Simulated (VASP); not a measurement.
Consider the following.

```cif
data_C8
_chemical_formula_sum 'C8'
_space_group_name_H-M_alt 'Fd-3m :1'
_space_group_IT_number 227
_space_group_name_Hall 'F 4d 2 3 -1d'
_cell_length_a 3.56406
_cell_length_b 3.56406
_cell_length_c 3.56406
_cell_angle_alpha 90.000
_cell_angle_beta 90.000
_cell_angle_gamma 90.000
loop_
_atom_site_label
_atom_site_type_symbol
_atom_site_symmetry_multiplicity
_atom_site_Wyckoff_symbol
_atom_site_fract_x
_atom_site_fract_y
_atom_site_fract_z
_atom_site_occupancy
C1 C 8 b 0.50000 0.50000 0.50000 1
```
(The calculation used a cell of 2 atoms; values per cell refer to that cell.)

Calculation: r2SCAN meta-GGA, VASP's PBE PAW potentials (set 64) (plane waves; VASP). Numerical set-up: 520 eV cut-off, 13×13×13 Γ-centred mesh, Gaussian smearing of 0.050 eV, potentials C.

**Question.** Give the energy at these volumes per atom, relative to the lowest: 5.32, 5.49, 5.65, 5.82, 5.99 Å³.

**Answer.** 32.2, 7.9, 0.0, 6.5, 25.5 meV/atom. A third-order Birch-Murnaghan fit gives B0 = 450 GPa and B0′ = 3.7.

Measured: bulk modulus 455 GPa at 0 K (computed value off by -1.0 %), as given by Daniel Mejia-Rodriguez et al., Physical Review B (2018), arXiv:1807.09216 [0 K value with the zero-point phonon effect removed]; a 3.553 Å at 0 K (computed value off by +0.3 %), as given by Daniel Mejia-Rodriguez et al., Physical Review B (2018), arXiv:1807.09216 [static lattice: zero-point anharmonic expansion removed].

The compound is C in the diamond structure. It was relaxed first.
